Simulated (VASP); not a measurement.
Wanted: the native input for a VASP 6.6.1 run.

```yaml
Task: single point
Functional: PBEsol
Potentials_or_basis: VASP PAW PBE potentials, release 64 (Ge_d, Ga_d)
Cutoff: 520 eV
k_mesh: 7 × 7 × 7
Occupations: fermi-dirac, width 0.05 eV
Spin: no spin polarisation
Ladder: free
Further_INCAR_settings: ALGO = Normal; EDIFF = 1e-07; NBANDS = 36
```

The structure of GaGe3 lies in POSCAR:

```
GaGe3
1.0
    0.0000000000      3.3871670000      3.3871670000
    3.3871670000      0.0000000000      3.3871670000
    3.3871670000      3.3871670000      0.0000000000
Ge Ga
3 1
Direct
    0.5073380000      0.5011620000      0.4946460000
    0.7594530000      0.7517590000      0.7461760000
    0.2490690000      0.2550790000      0.2519830000
    0.0098280000     -0.0176820000      0.0106650000
```

The cell comes from a database or a generator and needn't be the stable form of this composition.

The cell isn't the ideal one: atoms moved at random, drawn with an rms of 0.05 Å.

One way to write it, as run:

INCAR

```
PREC     = Accurate       # precision mode
ENCUT    = 520            # plane-wave cutoff, eV
EDIFF    = 1E-7           # SCF threshold, eV
ISMEAR   = -1             # smearing method
SIGMA    = 0.05           # smearing width, eV
LREAL    = False          # projectors in reciprocal space
LASPH    = True           # aspherical terms in the spheres
NELM     = 60             # most SCF steps
ALGO     = Normal         # electronic algorithm
ISIF     = 2              # what is computed and relaxed
LWAVE    = False          # write WAVECAR
LCHARG   = False          # write CHGCAR
GGA      = PS             # functional
NBANDS   = 36             # bands
```

KPOINTS

```
Automatic mesh
0
Gamma
  7 7 7
```

Potentials or basis: VASP PAW PBE potentials, release 64 (Ge_d, Ga_d).

Command:

```sh
$ cat potpaw_PBE.64/Ge_d/POTCAR potpaw_PBE.64/Ga_d/POTCAR > POTCAR
$ mpirun -np 1 vasp_std > vasp.out
```

It gave:

| Quantity | Value |
| --- | --- |
| Pressure | -3.8 GPa |
| Largest force | 0.156 eV/Å |
| Band gap on the k mesh | none (metal or under the smearing width) |

Caveat: the PAW data sets were made with another functional, which shifts forces and pressure a little.

Run time: 3.1 min on 1 thread of Intel(R) Xeon(R) 6975P-C (Granite Rapids), on a shared host, peak memory 0.49 GiB.
